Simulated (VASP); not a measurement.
A run of VASP 6.6.1 is set up as follows.

The input INCAR:

```
SYSTEM = LaC2
ALGO = Fast
EDIFF = 1E-6
ENCUT = 520
ISIF = 2
ISMEAR = 0
LASPH = .TRUE.
LCHARG = .TRUE.
LELF = .TRUE.
LREAL = .FALSE.
LVHAR = .TRUE.
LWAVE = .FALSE.
NBANDS = 16
NELM = 100
PREC = Accurate
SIGMA = 0.1
```

File KPOINTS:

```
k-points
0
G
  16 16 16
  0 0 0
```

POSCAR

```
LaC2
1.0
   -1.9293386113      1.9293386113      3.2479087893
    1.9293386113     -1.9293386113      3.2479087893
    1.9293386113      1.9293386113     -3.2479087893
La C
1 2
Direct
    0.0000000000      0.0000000000      0.0000000000
    0.4010891634      0.4010891634      0.0000000000
    0.5989108366      0.5989108366      0.0000000000
```

Potentials or basis: VASP PAW LDA potentials, release 64 (La, C).

The run is started by

```bash
$ cat potpaw_LDA.64/La/POTCAR potpaw_LDA.64/C/POTCAR > POTCAR
$ mpirun -np 1 vasp_std > vasp.out
```

Task: Predict the pressure.

Result: 0.2 GPa.

Task: Predict the band gap on the k mesh.

Result: None (metal or under the smearing width).

Task: What does it give for the largest force?

Result: 0.096 eV/Å.

Forces in eV/Å, atoms in the order of the input:
```
La   0.000  0.000  0.000
C    0.000  0.000 -0.096
C    0.000  0.000  0.096
```

Spin-orbit coupling is left out, which matters for the levels of La.
